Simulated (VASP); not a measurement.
These are PBE GGA with D3 dispersion (zero damping), VASP's PBE PAW potentials (set 64) (plane waves; VASP 6.6.1) values and carry that method's errors.

VASP input:

### INCAR
```
ALGO  =  Normal
EDIFF  =  1E-6
EDIFFG  =  -0.02
ENCUT  =  520
GGA  =  PE
IBRION  =  2
ISIF  =  3
ISMEAR  =  0
IVDW  =  11
LASPH  =  T
LCHARG  =  F
LMAXMIX  =  4
LREAL  =  F
LWAVE  =  F
NELM  =  100
NSW  =  60
PREC  =  Accurate
SIGMA  =  0.05
SYSTEM  =  CdF2
```

POSCAR:
```
CdF2
1
    0.0000000000     2.7306657075     2.7306657075
    2.7306657075    -0.0000000000     2.7306657075
    2.7306657075     2.7306657075    -0.0000000000
Cd F
1 2
Direct
  0.0000000000   0.0000000000   0.0000000000
  0.2500000000   0.2500000000   0.2500000000
  0.7500000000   0.7500000000   0.7500000000
```

**KPOINTS**
```
Automatic mesh
0
Gamma
6 6 6
0 0 0
```

POTCAR, in this order: Cd F (PBE.64 set). Program: vasp_std.

The resulting files:

File OSZICAR:
```
       N       E                     dE             d eps       ncg     rms          rms(c)
DAV:   1     0.203512666301E+03    0.20351E+03   -0.16266E+04   576   0.156E+03
DAV:   2    -0.337604018817E+01   -0.20689E+03   -0.20174E+03   615   0.383E+02
DAV:   3    -0.126166470960E+02   -0.92406E+01   -0.92176E+01   579   0.908E+01
DAV:   4    -0.126664503272E+02   -0.49803E-01   -0.49797E-01   610   0.681E+00
DAV:   5    -0.126666245617E+02   -0.17423E-03   -0.17423E-03   589   0.343E-01    0.995E+00
DAV:   6    -0.108772180633E+02    0.17894E+01   -0.53702E+00   698   0.449E+01    0.715E+00
DAV:   7    -0.109191025158E+02   -0.41884E-01   -0.89480E-01   545   0.987E+00    0.413E+00
DAV:   8    -0.109102649671E+02    0.88375E-02   -0.17205E-01   589   0.414E+00    0.757E-01
DAV:   9    -0.109005321151E+02    0.97329E-02   -0.43562E-02   674   0.252E+00    0.988E-02
DAV:  10    -0.109010794425E+02   -0.54733E-03   -0.32151E-03   545   0.735E-01    0.121E-01
DAV:  11    -0.109011676342E+02   -0.88192E-04   -0.18609E-04   604   0.174E-01    0.475E-02
DAV:  12    -0.109012010240E+02   -0.33390E-04   -0.88491E-05   554   0.864E-02    0.162E-02
DAV:  13    -0.109012028643E+02   -0.18403E-05   -0.49965E-06   611   0.206E-02    0.605E-03
DAV:  14    -0.109012027961E+02    0.68172E-07   -0.14355E-06   428   0.188E-02
   1 F= -.11354788E+02 E0= -.11354788E+02  d E =-.113548E+02
```

### OUTCAR
```
------------------------ aborting loop because EDIFF is reached ----------------------------------------
 Edisp (eV)   -0.45359
  FORCE on cell =-STRESS in cart. coord.  units (eV):
  Direction    XX          YY          ZZ          XY          YZ          ZX
  --------------------------------------------------------------------------------------
  Total       0.04851     0.04851     0.04851    -0.00000     0.00000    -0.00000
  in kB       1.90863     1.90863     1.90863    -0.00000     0.00000    -0.00000
  external pressure =        1.91 kB  Pullay stress =        0.00 kB
  volume of cell :       40.72
      direct lattice vectors                 reciprocal lattice vectors
     0.000000000  2.730665708  2.730665708    -0.183105533  0.183105533  0.183105533
     2.730665708  0.000000000  2.730665708     0.183105533 -0.183105533  0.183105533
     2.730665708  2.730665708  0.000000000     0.183105533  0.183105533 -0.183105533
 POSITION                                       TOTAL-FORCE (eV/Angst)
 -----------------------------------------------------------------------------------
      0.00000      0.00000      0.00000        -0.000000     -0.000000     -0.000000
      1.36533      1.36533      1.36533         0.000000      0.000000      0.000000
      4.09600      4.09600      4.09600         0.000000     -0.000000     -0.000000
 -----------------------------------------------------------------------------------
    total drift:                                0.000000     -0.000000      0.000000
  FREE ENERGIE OF THE ION-ELECTRON SYSTEM (eV)
  ---------------------------------------------------
  free  energy   TOTEN  =       -11.3547883496 eV

  energy  without entropy=      -11.3547883496  energy(sigma->0) =      -11.35478835

 reached required accuracy - stopping structural energy minimisation
```
(Selected blocks of OUTCAR.)

The compound is CdF2 in the fluorite structure. It was relaxed first. The start is the result of an earlier pass.
